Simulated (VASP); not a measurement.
# SrBRh (P-6m2) in VASP: reference runs

Reference runs on SrBRh: the cell as given.

Everything below comes from runs of VASP 6.6.1. Logs are shortened: lines on timing, memory, paths and dates and some standing lists are left out, and cuts for length are marked.

## 1. Starting point

Symmetry: P-6m2, No. 187, hexagonal system. The conventional cell has a = 3.835 Å, b = 3.835 Å, c = 3.831 Å, α = 90.00°, β = 90.00°, γ = 120.00°. Sr (site symmetry -6m2) has 6 B at 2.93 Å and 6 Rh at 2.93 Å as nearest neighbours. Around B (site symmetry -6m2) lie 3 Rh at 2.21 Å. Around Rh (site symmetry -6m2) lie 3 B at 2.21 Å.

The cell was built by a generator and needn't be a form met in nature.

## 2. Single point, PBE

Input file INCAR:

```
PREC = Accurate ; ENCUT = 520
EDIFF = 1E-7 ; ISMEAR = -1
SIGMA = 0.05 ; LREAL = False
LASPH = True ; NELM = 80
ALGO = Normal ; ISIF = 2
LWAVE = False ; LCHARG = False
GGA = PE ; NBANDS = 21
```

Input file KPOINTS:

```
Automatic mesh
0
Gamma
  8 8 7
```

Input file POSCAR:

```
SrBRh
1.0
    3.8347502600      0.0000000000      0.0000000000
   -1.9173751300      3.3209911500      0.0000000000
    0.0000000000      0.0000000000      3.8307234400
Sr B Rh
1 1 1
Direct
    0.6666666700      0.3333333300      0.5000000000
    0.3333333300      0.6666666700      0.0000000000
    0.0000000000      0.0000000000      0.0000000000
```

Potentials or basis: VASP PAW PBE potentials, release 64 (Sr_sv, B, Rh_pv).

Launch:

```
$ cat potpaw_PBE.64/Sr_sv/POTCAR potpaw_PBE.64/B/POTCAR potpaw_PBE.64/Rh_pv/POTCAR > POTCAR
$ mpirun -np 1 vasp_std > vasp.out
```

OUTCAR:

```text
PREC = Accurate
   ENCUT = 520
   EDIFF = 1E-7
   ISMEAR = -1
   LREAL = False
   LASPH = True
   NELM = 80
   ISIF = 2
   GGA = PE

 ion  position               nearest neighbor table
   1  0.667  0.333  0.500-   3 2.93   3 2.93   2 2.93   2 2.93   2 2.93   2 2.93   3 2.93   3 2.93
                             3 2.93   3 2.93   2 2.93   2 2.93
   2  0.333  0.667  0.000-   3 2.21   3 2.21   3 2.21   1 2.93   1 2.93   1 2.93   1 2.93   1 2.93
                             1 2.93
   3  0.000  0.000  0.000-   2 2.21   2 2.21   2 2.21   1 2.93   1 2.93   1 2.93   1 2.93   1 2.93
                             1 2.93

  LATTYP: Found a hexagonal cell.
 ALAT       =     3.8347502600
 C/A-ratio  =     0.9989499134

  Lattice vectors:

 A1 = (   3.8347502600,   0.0000000000,   0.0000000000)
 A2 = (  -1.9173751300,   3.3209911500,   0.0000000000)
 A3 = (   0.0000000000,   0.0000000000,   3.8307234400)

Analysis of symmetry for initial positions (statically):
=====================================================================
 Subroutine PRICEL returns:
 Original cell was already a primitive cell.

 Routine SETGRP: Setting up the symmetry group for a
 hexagonal supercell.

 Subroutine GETGRP returns: Found 12 space group operations
 (whereof 12 operations were pure point group operations)
 out of a pool of 24 trial point group operations.

The static configuration has the point symmetry D_3h.

Analysis of symmetry for dynamics (positions and initial velocities):
=====================================================================
 Subroutine PRICEL returns:
 Original cell was already a primitive cell.

 Routine SETGRP: Setting up the symmetry group for a
 hexagonal supercell.

 Subroutine GETGRP returns: Found 12 space group operations
 (whereof 12 operations were pure point group operations)
 out of a pool of 24 trial point group operations.

The dynamic configuration has the point symmetry D_3h.

 Subroutine INISYM returns: Found 12 space group operations
 (whereof 12 operations are pure point group operations),
 and found     1 'primitive' translations

----------------------------------------------------------------------------------------

                                     Primitive cell

  volume of cell :      48.7849

  direct lattice vectors                    reciprocal lattice vectors
     3.834750260  0.000000000  0.000000000     0.260773175  0.150557462  0.000000000
    -1.917375130  3.320991150  0.000000000     0.000000000  0.301114925  0.000000000
     0.000000000  0.000000000  3.830723440     0.000000000  0.000000000  0.261047297

  length of vectors
     3.834750260  3.834750267  3.830723440     0.301114925  0.301114925  0.261047297

  position of ions in fractional coordinates (direct lattice)
     0.666666670  0.333333330  0.500000000
     0.333333330  0.666666670  0.000000000
     0.000000000  0.000000000  0.000000000

  ion indices of the primitive-cell ions
   primitive index   ion index
                 1           1
                 2           2
                 3           3

----------------------------------------------------------------------------------------

 KPOINTS: Automatic mesh

Automatic generation of k-mesh.
 Grid dimensions read from file:
 generate k-points for:    8    8    7

 Generating k-lattice:

  Cartesian coordinates                     Fractional coordinates (reciprocal lattice)
     0.032596647  0.018819683  0.000000000     0.125000000 -0.000000000  0.000000000
     0.000000000  0.037639366  0.000000000     0.000000000  0.125000000  0.000000000
     0.000000000  0.000000000  0.037292471     0.000000000  0.000000000  0.142857143

  Length of vectors
     0.037639366  0.037639366  0.037292471

  Shift w.r.t. Gamma in fractional coordinates (k-lattice)
     0.000000000  0.000000000  0.000000000

 Subroutine IBZKPT returns following result:
 ===========================================

 Found     40 irreducible k-points:

 Following reciprocal coordinates:
            Coordinates               Weight
  0.000000  0.000000  0.000000      1.000000
  0.125000 -0.000000  0.000000      6.000000
  0.250000 -0.000000  0.000000      6.000000
  0.375000 -0.000000  0.000000      6.000000
  0.500000 -0.000000  0.000000      3.000000
  0.125000  0.125000  0.000000      6.000000
[... 16 lines left out ...]
  0.250000 -0.000000  0.285714     12.000000
  0.375000 -0.000000  0.285714     12.000000
 [... further k-points ...]
   k-points           NKPTS =     40   k-points in BZ     NKDIM =     40   number of bands    NBANDS=     21
   number of dos      NEDOS =    301   number of ions     NIONS =      3
   total plane-waves  NPLWV =  25200
   dimension x,y,z NGX =    30 NGY =   30 NGZ =   28
   dimension x,y,z NGXF=    60 NGYF=   60 NGZF=   56
   ions per type =               1   1   1
   NGX,Y,Z   is equivalent  to a cutoff of  13.01, 13.01, 12.15 a.u.
   NGXF,Y,Z  is equivalent  to a cutoff of  26.01, 26.01, 24.30 a.u.
 SYSTEM =  unknown system
   PREC   = accura    normal or accurate (medium, high low for compatibility)
   ISTART =      0    job   : 0-new  1-cont  2-samecut
   ICHARG =      2    charge: 1-file 2-atom 10-const
   ISPIN  =      1    spin polarized calculation?
   LNONCOLLINEAR =      F non collinear calculations
   LSORBIT =      F    spin-orbit coupling
   LASPH  =      T    aspherical Exc in radial PAW
   ENCUT  =  520.0 eV  38.22 Ry    6.18 a.u.   7.13  7.13  7.12*2*pi/ulx,y,z
   NELM   =     80;   NELMIN=  2; NELMDL= -5     # of ELM steps
   EDIFF  = 0.1E-06   stopping-criterion for ELM
   LREAL  =      F    real-space projection
   EDIFFG = 0.1E-05   stopping-criterion for IOM
   NSW    =      0    number of steps for IOM
   IBRION =     -1    ionic relax: 0-MD 1-quasi-New 2-CG
   NFREE  =      0    steps in history (QN), initial steepest desc. (CG)
   ISIF   =      2    stress and relaxation
   ISYM   =      2    0-nonsym 1-usesym 2-fastsym
   POTIM  = 0.5000    time-step for ionic-motion
   TEBEG  =    0.0;   TEEND  =   0.0 temperature during run
   PSTRESS=    0.0 pullay stress
   NELECT =      28.0000    total number of electrons
   NUPDOWN=      -1.0000    fix difference up-down
   EMIN   =  10.00;   EMAX   =-10.00  energy-range for DOS
   EFERMI =   0.00;   METHOD = LEGACY
   ISMEAR =    -1;   SIGMA  =   0.05  broadening in eV -4-tet -1-fermi 0-gaus
   EFERMI_NEDOS =   21; number of points for ismear=-14 and -15
   IALGO  =     38    algorithm
   IMIX   =      4    mixing-type and parameters
     AMIX     =   0.40;   BMIX     =  1.00
     AMIX_MAG =   1.60;   BMIX_MAG =  1.00
  volume/ion in A,a.u.               =      16.26       109.74
  Fermi-wavevector in a.u.,A,eV,Ry     =   1.360501  2.570975 25.183893  1.850964
  Thomas-Fermi vector in A             =   2.487158
   LORBIT       =      0    0 simple, 1 ext, 2 COOP (PROOUT), +10 PAW based schemes
   GGA     = PE    functional components
   LHFCALC =     F    Hartree Fock is set to
   AEXX    =    0.0000 exact exchange contribution
   IVDW    =     0    specifies the selected vdW correction
   LEPSILON=     F    determine dielectric tensor
   LRPA    =     F    only Hartree local field effects (RPA)
 non-spin polarized calculation
  energy-cutoff  :      520.00
  volume of cell :       48.78
 maximum number of plane-waves:      1325
 NGX is ok and might be reduce to    30
   NGX = 15   NGY = 15   NGZ = 15

 number of electron      28.0000003 magnetization

 Free energy of the ion-electron system (eV)
  ---------------------------------------------------
  ext. energy  EPLUGINS =         0.00000000
  ---------------------------------------------------
  free energy    TOTEN  =       -15.49210849 eV

  energy without entropy =      -15.48252163  energy(sigma->0) =      -15.48731506

 E-fermi :   6.2703     XC(G=0): -11.2997

 val. band max:        6.1819737160   @ k =   0.2500  -0.0000   0.2857
 cond. band min:       6.3026032511   @ k =   0.3750   0.1250   0.4286
 fundamental gap:      0.1206295351
 Fermi energy:         6.2703341255

 k-point     1 :       0.0000    0.0000    0.0000
  band No.  band energies     occupation
      1     -40.0987      2.00000
      2     -40.0987      2.00000
      3     -39.8172      2.00000
      4     -27.9045      2.00000
      5      -9.9736      2.00000
      6      -9.9144      2.00000
[... 13 lines left out ...]
     20      12.9124      0.00000
     21      13.5779      0.00000

 k-point     2 :       0.1250   -0.0000    0.0000
  band No.  band energies     occupation
      1     -40.1006      2.00000
      2     -40.0992      2.00000
      3     -39.8170      2.00000
      4     -27.8965      2.00000
      5     -10.0139      2.00000
      6      -9.9678      2.00000
[... 13 lines left out ...]
     20      13.0521      0.00000
     21      13.1394      0.00000

 k-point     3 :       0.2500   -0.0000    0.0000
  band No.  band energies     occupation
      1     -40.1051      2.00000
      2     -40.1005      2.00000
      3     -39.8164      2.00000
      4     -27.8772      2.00000
      5     -10.2397      2.00000
      6      -9.9695      2.00000
[... 13 lines left out ...]
     20      13.2654      0.00000
     21      13.4310      0.00000
[... 457 lines left out ...]
 k-point    23 :       0.2500   -0.0000    0.2857
  band No.  band energies     occupation
      1     -40.1044      2.00000
      2     -40.1001      2.00000
      3     -39.8212      2.00000
      4     -27.8601      2.00000
      5     -10.2742      2.00000
      6     -10.1638      2.00000
[... 13 lines left out ...]
     20      13.5823      0.00000
     21      14.5151      0.00000

 k-point    24 :       0.3750   -0.0000    0.2857
  band No.  band energies     occupation
      1     -40.1088      2.00000
      2     -40.1013      2.00000
      3     -39.8204      2.00000
      4     -27.8443      2.00000
      5     -10.3787      2.00000
      6     -10.1938      2.00000
[... 13 lines left out ...]
     20      13.8151      0.00000
     21      15.0871      0.00000

 [... further k-points ...]

------------------------ aborting loop because EDIFF is reached ----------------------------------------

  FORCE on cell =-STRESS in cart. coord.  units (eV):
  Direction    XX          YY          ZZ          XY          YZ          ZX
  --------------------------------------------------------------------------------------
  -------------------------------------------------------------------------------------
  Total        1.5024611      1.5024611      8.2167098      0.0000000     -0.0000000     -0.0000000
  in kB       49.3433013     49.3433016    269.8503151      0.0000000     -0.0000000     -0.0000000
  external PRESSURE =     122.8456393 kB  Pullay stress =       0.0000000 kB

 VOLUME and BASIS-vectors are now :
 -----------------------------------------------------------------------------
  energy-cutoff  :      520.00
  volume of cell :       48.78
      direct lattice vectors                 reciprocal lattice vectors
     3.834750260  0.000000000  0.000000000     0.260773175  0.150557462  0.000000000
    -1.917375130  3.320991150  0.000000000     0.000000000  0.301114925  0.000000000
     0.000000000  0.000000000  3.830723440     0.000000000  0.000000000  0.261047297

 POSITION                                       TOTAL-FORCE (eV/Angst)
 -----------------------------------------------------------------------------------
      1.91738      1.10700      1.91536        -0.000000      0.000000      0.000000
     -0.00000      2.21399      0.00000         0.000000      0.000000      0.000000
      0.00000      0.00000      0.00000         0.000000      0.000000      0.000000
 -----------------------------------------------------------------------------------
    total drift:                               -0.000013      0.000008     -0.000000

  FREE ENERGIE OF THE ION-ELECTRON SYSTEM (eV)
  ---------------------------------------------------
  free  energy   TOTEN  =       -15.4921084865 eV

  energy  without entropy=      -15.4825216270  energy(sigma->0) =      -15.48731506
```

Wall time 37 s (1 thread of Intel Xeon Platinum 8375C at 2.90GHz (Ice Lake), shared host); peak memory 0.19 GiB.

Results:

```yaml
Free_energy: -15.4921 eV
Pressure: 12.3 GPa
Band_gap_on_the_k_mesh: none (metal or under the smearing width)
```

Levels at points of the mesh, in eV from the Fermi level:
```
           k point  band 10  band 11  band 12  band 13  band 14  band 15  band 16  band 17  band 18  band 19
(0.00, 0.00, 0.00)    -4.14    -3.48    -2.11    -2.11     0.82     2.44     2.44     2.74     5.82     6.64
(0.50, 0.00, 0.00)    -2.99    -2.75    -2.66    -2.42    -1.59     1.24     1.60     3.11     6.21     7.12
```
